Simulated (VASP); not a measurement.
Calculation: PBE GGA, VASP's PBE PAW potentials (set 64) (plane waves; VASP 6.6.1).

The input files of a VASP run:

**INCAR**
```
ALGO = Normal
AMIX = 0.6
BMIX = 1.0
EDIFF = 1E-6
ENCUT = 400
GGA = PE
IMIX = 4
ISIF = 2
ISMEAR = 1
LASPH = .TRUE.
LCHARG = .FALSE.
LMAXMIX = 6
LREAL = .FALSE.
LWAVE = .FALSE.
NELM = 100
PREC = Accurate
SIGMA = 0.1
SYSTEM = Lu
```

**KPOINTS**
```
Automatic mesh
0
Gamma
11 11 6
0 0 0
```

File POSCAR:
```
Lu
1
    1.7201710000    -3.0037420000     0.0000000000
    1.7201710000     3.0037420000     0.0000000000
    0.0000000000     0.0000000000     5.4228580000
Lu
2
Direct
  0.3333330000   0.6666670000   0.2500000000
  0.6927990000   0.3594650000   0.7500000000
```

POTCAR, in this order: Lu_3 (PBE.64 set). Program: vasp_std.

What VASP printed:

File OUTCAR:
```
 ion  position               nearest neighbor table
   1  0.333  0.667  0.250-   2 3.32   2 3.32   2 3.37   2 3.37   2 3.41   2 3.41
   2  0.693  0.359  0.750-   1 3.32   1 3.32   1 3.37   1 3.37   1 3.41   1 3.41
  LATTYP: Found a base centered orthorhombic cell.
 ALAT       =     3.4403420000
 B/A-ratio  =     1.7461880243
 C/A-ratio  =     1.5762555002
 Subroutine PRICEL returns:
 Original cell was already a primitive cell.
 Subroutine GETGRP returns: Found  4 space group operations
The static configuration has the point symmetry C_1 .
 The point group associated with its full space group is C_2h.
The dynamic configuration has the point symmetry C_1 .
 Subroutine INISYM returns: Found  4 space group operations
 Subroutine IBZKPT returns following result:
 Found    244 irreducible k-points:

 Following reciprocal coordinates:
            Coordinates               Weight
  0.000000  0.000000  0.000000      1.000000
  0.090909  0.000000  0.000000      2.000000
  0.000000  0.090909  0.000000      2.000000
  0.181818  0.000000  0.000000      2.000000
  0.000000  0.181818  0.000000      2.000000
  0.272727  0.000000  0.000000      2.000000
  0.000000  0.272727  0.000000      2.000000
  0.363636  0.000000  0.000000      2.000000
  0.000000  0.363636  0.000000      2.000000
  0.454545 -0.000000  0.000000      2.000000
 -0.000000  0.454545  0.000000      2.000000
  0.090909  0.090909  0.000000      2.000000
  0.181818  0.090909  0.000000      2.000000
  0.090909  0.181818  0.000000      2.000000
  0.272727  0.090909  0.000000      2.000000
  0.090909  0.272727  0.000000      2.000000
  0.363636  0.090909  0.000000      2.000000
  0.090909  0.363636  0.000000      2.000000
  0.454545  0.090909  0.000000      2.000000
  0.090909  0.454545  0.000000      2.000000
 -0.454545  0.090909  0.000000      2.000000
...
```

**OSZICAR**
```
       N       E                     dE             d eps       ncg     rms          rms(c)
DAV:   1     0.393772424141E+02    0.39377E+02   -0.78957E+03 11755   0.135E+03
DAV:   2    -0.672047418110E+01   -0.46098E+02   -0.44807E+02 10788   0.670E+02
DAV:   3    -0.876711134150E+01   -0.20466E+01   -0.19476E+01 10951   0.605E+01
DAV:   4    -0.887209812913E+01   -0.10499E+00   -0.10158E+00 11576   0.925E+00
DAV:   5    -0.887617845299E+01   -0.40803E-02   -0.40142E-02 10674   0.185E+00    0.260E+01
DAV:   6    -0.887124106200E+01    0.49374E-02   -0.57906E-02 10531   0.560E+00    0.128E+01
DAV:   7    -0.888300150100E+01   -0.11760E-01   -0.34643E-02 10793   0.422E+00    0.305E-01
DAV:   8    -0.888254054147E+01    0.46096E-03   -0.30337E-03 10527   0.861E-01    0.359E-02
DAV:   9    -0.888254833624E+01   -0.77948E-05   -0.95974E-05 10646   0.145E-01    0.187E-02
DAV:  10    -0.888254594456E+01    0.23917E-05   -0.75425E-06  9881   0.685E-02    0.125E-02
DAV:  11    -0.888254598872E+01   -0.44163E-07   -0.51072E-07  5747   0.209E-02
   1 F= -.88825460E+01 E0= -.88833329E+01  d E =0.236074E-02
```

**OUTCAR**
```
------------------------ aborting loop because EDIFF is reached ----------------------------------------
  FORCE on cell =-STRESS in cart. coord.  units (eV):
  Direction    XX          YY          ZZ          XY          YZ          ZX
  --------------------------------------------------------------------------------------
  Total        1.0091400      0.7990986      0.6945108     -0.1297924      0.0000000      0.0000000
  in kB       28.8515747     22.8464354     19.8562448     -3.7107989      0.0000000      0.0000000
  external PRESSURE =      23.8514183 kB  Pullay stress =       0.0000000 kB
  volume of cell :       56.04
      direct lattice vectors                 reciprocal lattice vectors
     1.720171000 -3.003742000  0.000000000     0.290668777 -0.166459037  0.000000000
     1.720171000  3.003742000  0.000000000     0.290668777  0.166459037  0.000000000
     0.000000000  0.000000000  5.422858000     0.000000000  0.000000000  0.184404607
 POSITION                                       TOTAL-FORCE (eV/Angst)
 -----------------------------------------------------------------------------------
      1.72017      1.00125      1.35571         0.156437     -0.012562      0.000000
      1.81007     -1.00125      4.06714        -0.156437      0.012562     -0.000000
 -----------------------------------------------------------------------------------
    total drift:                               -0.000002     -0.000000     -0.000000
  FREE ENERGIE OF THE ION-ELECTRON SYSTEM (eV)
  ---------------------------------------------------
  free  energy   TOTEN  =        -8.8825459887 eV

  energy  without entropy=       -8.8849067309  energy(sigma->0) =       -8.88333290
```
(Selected blocks of OUTCAR.)

The compound is Lu in the hcp structure. The cell was not relaxed at this level, atoms are displaced from their ideal sites. The run is one of a series of settings (AMIX = 0.6, BMIX = 1.0, IMIX = 4 against the base run), some of them coarse on purpose.
